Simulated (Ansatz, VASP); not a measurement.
# Ir (S11(113) boundary in fcc Ir, shift (0.5, 0.5)) in two plane-wave programs, part 2 of 2

One calculation is typed for both programs; each brings its own data sets and cutoff. How far apart do they land? The structure shown is the end of the VASP relaxation below.

VASP 6.6.1 and Ansatz 0.2.0.

So far: The structure; VASP: relaxation, PBE.

In doubt: too few empty bands were carried, so the values of those runs are not to be relied on.

## 3. Ansatz: single point, PBE

Level of this step: Ansatz beside VASP: Kohn-Sham DFT, plane waves, PBE (Ansatz).

Ansatz runs on its default PAW (the set named soft_2) files.

The same cell, functional, mesh and smearing now go to Ansatz, which takes its cutoff from its data sets.

input.yaml reads:

```yaml
crystal:
  lattice:
    - [2.71486578, 0.0, 0.0]
    - [1.35743289, 4.50209557, 0.0]
    - [0.0, 0.0, 29.5219625]
  atoms:
    - { symbol: Ir, position: [0.90909091, 0.18181818, 0.16936543] }
    - { symbol: Ir, position: [0.63636364, 0.72727273, 0.20857769] }
    - { symbol: Ir, position: [0.36363636, 0.27272727, 0.24778994] }
    - { symbol: Ir, position: [0.08885064, 0.81740464, 0.28808715] }
    - { symbol: Ir, position: [0.81685219, 0.36029575, 0.32671921] }
    - { symbol: Ir, position: [0.54484017, 0.90277277, 0.36812307] }
    - { symbol: Ir, position: [0.27249714, 0.44858927, 0.40504169] }
    - { symbol: Ir, position: [0.9975265, 0.99771285, 0.44903006] }
    - { symbol: Ir, position: [0.27137283, 0.44826593, 0.49371009] }
    - { symbol: Ir, position: [0.54408621, 0.90251306, 0.52968537] }
    - { symbol: Ir, position: [0.81538265, 0.35883712, 0.57164395] }
    - { symbol: Ir, position: [0.08638576, 0.81576689, 0.61080858] }
    - { symbol: Ir, position: [0.35845722, 0.27076632, 0.65070231] }
    - { symbol: Ir, position: [0.62767302, 0.73068124, 0.68896011] }
    - { symbol: Ir, position: [0.90426661, 0.17383777, 0.73300159] }
    - { symbol: Ir, position: [0.17883972, 0.62547129, 0.76420016] }
hamiltonian:
  xc: pbe
  pseudopotentials: { kind: paw }
kpoints:
  mp_grid: { grid: [9, 9, 1] }
scf:
  occupations: { method: fermi_dirac, width: 0.1 }
  n_extra_bands: 8
output:
  forces: true
  eigenvalues: true
```

On the command line:

```bash
$ ansatz run input.yaml --threads 8 --pin off --max-ram 18432MiB --backend cpu --events-out ev --progress --plain --runs-dir out
```

Numbers of over 12 decimals in the logs are rounded to 6 here.

Log:

```text
scf.n_extra_bands = 8 over 136 filled bands (N_el = 272.0): the run solves 144 bands
Engine: ansatz 0.2.0, aarch64-unknown-linux-gnu
Pseudopotentials: kind: paw
Pseudopotential: Ir, paw, valence charge 17, recommended cutoff 420 eV (normal), Ir.paw.azcp
Functional definition: PBE
  parameter kappa = 0.804
  parameter beta = 0.066725
  exchange = pbe_x(kappa = kappa, mu = beta*pi^2/3)
  correlation = pbe_c(beta = beta)
Crystal: 16 atoms, lattice volume = 360.835 Å³
Basis set: ecut = 420 eV, 7105 PW (Γ), exchange–correlation on 40×64×400 points (8 copies of the dense FFT grid, shifted against one another)
Bands: 144, of which v1, the nominal top of the filled ones, is band 136 counted from 1 (135 counted from 0)
Symmetry: 1 space group operations
Space group: P1 (ITA 1), of the structure as read, at distance tolerance 7.1e-5 Å
k-points: 41 of 81 (time reversal used)
Non-local potential: Ir, projectors of the file, l = 0: 3, l = 1: 2, l = 2: 2, l = 3: 1
PAW form: soft (Blöchl's): semilocal exchange-correlation on the pseudo side does not see the compensation charge
PAW one-centre angular grid: Ir, 590 points (default); XC on 64 Gauss nodes
Initial density: superposition of atomic densities (neutral atoms: chi_scale 0, normalization atom), corrected by the library's trained network
Initial wavefunctions: pseudopotential atomic-orbital guess
Functional: x = pbe(κ = 0.804, μ = 0.219515), c = pbe(β = 0.066725)
SCF iter   1: F=—  HF=-190960.341022 eV  |F-HF|=—  |Δ(HF+E_count)|=         —  Δρ=1.23e-2  dr2=1.36e1  ethr=1.77e-3  ⟨swp⟩=6.8  Hψ=23575  notcnv=0
preconditioner: auto → LDOS  [metal: Δε(μ)=0.003 eV  Ē_g=4.334 eV  σ=0.100 eV  W_gap=0.01  n_scr=102 (ndim 8)  ℏωp=23.5 eV  f_vac=0.320  D(μ)=17.73/eV (n_scr^D=164)  β→1.0]
SCF iter   2: F=—  HF=-190960.249443 eV  |F-HF|=—  |Δ(HF+E_count)|=   9.16e-2  Δρ=2.81e-3  dr2=1.36e-1  ethr=1.77e-3  ⟨swp⟩=1.0  Hψ=7462  notcnv=0
SCF iter   3: F=—  HF=-190960.246029 eV  |F-HF|=—  |Δ(HF+E_count)|=   3.41e-3  Δρ=1.11e-3  dr2=1.35e-2  ethr=5.01e-5  ⟨swp⟩=2.2  Hψ=9150  notcnv=0
SCF iter   4: F=—  HF=-190960.243693 eV  |F-HF|=—  |Δ(HF+E_count)|=   2.34e-3  Δρ=3.22e-4  dr2=1.41e-3  ethr=4.96e-6  ⟨swp⟩=2.3  Hψ=9474  notcnv=0
SCF iter   5: F=—  HF=-190960.243500 eV  |F-HF|=—  |Δ(HF+E_count)|=   1.94e-4  Δρ=9.97e-5  dr2=1.27e-4  ethr=5.19e-7  ⟨swp⟩=2.9  Hψ=11508  notcnv=0
SCF iter   6: F=—  HF=-190960.243508 eV  |F-HF|=—  |Δ(HF+E_count)|=   8.26e-6  Δρ=3.82e-5  dr2=2.43e-5  ethr=4.67e-8  ⟨swp⟩=2.9  Hψ=9425  notcnv=0
SCF iter   7: F=—  HF=-190960.243253 eV  |F-HF|=—  |Δ(HF+E_count)|=   2.55e-4  Δρ=1.89e-5  dr2=4.39e-6  ethr=8.92e-9  ⟨swp⟩=2.9  Hψ=10084  notcnv=0
SCF iter   8: F=—  HF=-190960.243254 eV  |F-HF|=—  |Δ(HF+E_count)|=   7.52e-7  Δρ=7.62e-6  dr2=7.16e-7  ethr=1.61e-9  ⟨swp⟩=2.5  Hψ=9415  notcnv=0
SCF iter   9: F=-190960.243254 eV  HF=-190960.243254 eV  |F-HF|=2.48e-8  |Δ(HF+E_count)|=   1.04e-7  Δρ=3.05e-6  dr2=6.57e-8  ethr=3.68e-11  ⟨swp⟩=3.5  Hψ=26608  notcnv=0
WARN: the bands leave out some 7.377e-3 electrons a cell, over the threshold 1e-3 (by scf.eigensolver.empty_state_threshold): the first level above them, at 14.6149 eV, would hold 2.359e-2 of 2 at k-index 3, k = (0.0000, 0.3333, 0.0000) — raise scf.n_extra_bands (try 164 bands in all)
SCF 1 converged in 9 iterations: F = -190960.243254 eV  dr2 = 6.57e-8
  greatest PAW one-centre occupation: 1.000 electrons in one spin orbital (limit 2), on the Ir atom at site 4 (counted from 0), in its partial waves of l = 0
SCF converged after 9 iterations
Free energy (F): -190960.243254 eV
Harris-Foulkes:  -190960.243254 eV  (|F-HF|=2.48e-8)
Internal energy: -190959.645535 eV  (E = F + TS)
E sigma→0 (E₀):  -190959.944394 eV
Entropy (-TS):   -0.597719 eV (-37.357 meV/atom)
Fermi energy:    14.172093 eV
--- Per-component energies (eV) ---
  E_band       = -4404.797701
  E_kinetic    = 9953.437558
  E_local      = -363115.636917  (includes V_loc(G=0)·N_el)
  E_nonlocal   = 1165.649423
  E_hartree    = 178045.873015
  E_xc         = -4278.904312
  E_vxc        = -4789.710749  (∫ρ·V_xc dr)
  E_paw        = -147574.590644  (= ΣΔE_a)
  E_vpaw       = -3710.303158  (= ΣTr[D̂ρ^β])
  E_aug_tail   = 0.000918  (compensation charges beyond the density's cutoff)
  E_ewald      = 134844.525424
  E_smearing   = -0.597719  (= −TS)
  E_closure    = -0.000000  (closes the sum)
  Σ components = -190960.243254   (vs F -190960.243254, Δ=0.00e0)
--- Forces (eV/Å), atoms counted from 1 ---
  atom   1  Ir    -0.00296275    -0.20864600     1.13233649
  atom   2  Ir    -0.01498920     0.08523419    -0.57773729
  atom   3  Ir    -0.03083489     0.13187737    -0.38043258
  atom   4  Ir     0.01235995    -0.00444620    -0.00565875
  atom   5  Ir     0.01844419    -0.00689778    -0.00768130
  atom   6  Ir     0.01518292    -0.00146457    -0.00150813
  atom   7  Ir    -0.00090153    -0.00451235    -0.02911410
  atom   8  Ir    -0.00646789     0.01540688    -0.00745946
  atom   9  Ir    -0.00684745    -0.00142808     0.00324220
  atom  10  Ir    -0.00258796    -0.00294965    -0.00731347
  atom  11  Ir    -0.00057553    -0.00144531    -0.01696267
  atom  12  Ir    -0.00451549    -0.00707372     0.00309381
  atom  13  Ir    -0.00653638     0.00456448    -0.02395813
  atom  14  Ir    -0.00101540     0.00160092    -0.01542421
  atom  15  Ir     0.01983159     0.00073835    -0.01285249
  atom  16  Ir     0.01241608    -0.00055577    -0.05253567
  max |Σ_I F_I| component: 3.42e-5 eV/Å
--- Band table (eV; the first three rows and the last of 41) ---
  k-point 0: bands = [... 132 lower, 13.2622, 13.3485, 13.4664, 13.5889, 13.7575, 14.1747, 14.2682, 14.3303, ... 4 higher]
  k-point 1: bands = [... 132 lower, 13.2633, 13.3752, 13.5014, 13.5985, 13.7777, 14.0556, 14.0931, 14.2073, ... 4 higher]
  k-point 2: bands = [... 132 lower, 13.4213, 13.5454, 13.5940, 13.7497, 13.8251, 13.8812, 13.9410, 13.9617, ... 4 higher]
  k-point 40: bands = [... 132 lower, 14.7071, 14.7213, 14.8069, 14.9477, 14.9716, 15.0066, 15.1154, 15.2527, ... 4 higher]
```

The job ended after 54 s (8 threads of Arm Neoverse V2, shared host; peak memory 3.1 GiB).

The column dr2 measures how far the density is from self-consistency, as an energy; F and HF (Harris–Foulkes) agree once it is small.

## 4. Comparison

Known differences besides the potentials themselves: the data sets hold 272 valence electrons in Ansatz (default PAW (the set named soft_2) files) and 144 in VASP; the cutoff is 420 eV in Ansatz and 300 eV in VASP (PREC = Normal, projectors in real space); Ansatz's log warns that its bands leave out some electrons. Total energies have different zeros and are not compared.

Forces on 7 of the 16 atoms, those with the largest forces and the largest differences (eV/Å; atoms numbered as in POSCAR):

```
atom          Ansatz x, y, z           VASP x, y, z
 Ir1   -0.003, -0.209, 1.132  -0.004, -0.208, 1.102
 Ir2   -0.015, 0.085, -0.578  -0.016, 0.084, -0.594
 Ir3   -0.031, 0.132, -0.380  -0.031, 0.132, -0.384
 Ir7  -0.001, -0.005, -0.029   0.004, 0.001, -0.015
Ir13   -0.007, 0.005, -0.024  -0.006, 0.000, -0.021
Ir15    0.020, 0.001, -0.013   0.018, -0.003, 0.002
Ir16   0.012, -0.001, -0.053   0.015, 0.003, -0.015
```

The forces differ by 8.8 meV/Å r.m.s., which is 4.6 % of the r.m.s. force of 0.19 eV/Å (both taken over all components, held atoms included).

## 5. Summary of results

```json
{
 "r.m.s. force difference (single point, PBE)": "8.8 meV/Å"
}
```

**Reading.** The r.m.s. force difference is 8.8 meV/Å (single point, PBE), within the 12 meV/Å picked in this series as the mark of a large difference. How closely two codes agree says nothing of how well the functional describes the real material.

[Lines on the potential files, build, host, timing and source positions are cut from VASP's logs without a mark.]

[Logs are printed without paths, hosts, clocks, repeated set-up lines and the standing remarks that a program may print on its own settings, such as how far it seeks lower states.]

[Hosts, paths, dates, database ids (printed as entryN), source tags and the programs' standing remarks are cut or masked in the printed files.]

[The remark on too few empty bands rests on warnings of the Ansatz runs; the VASP runs of these pairs gave none.]
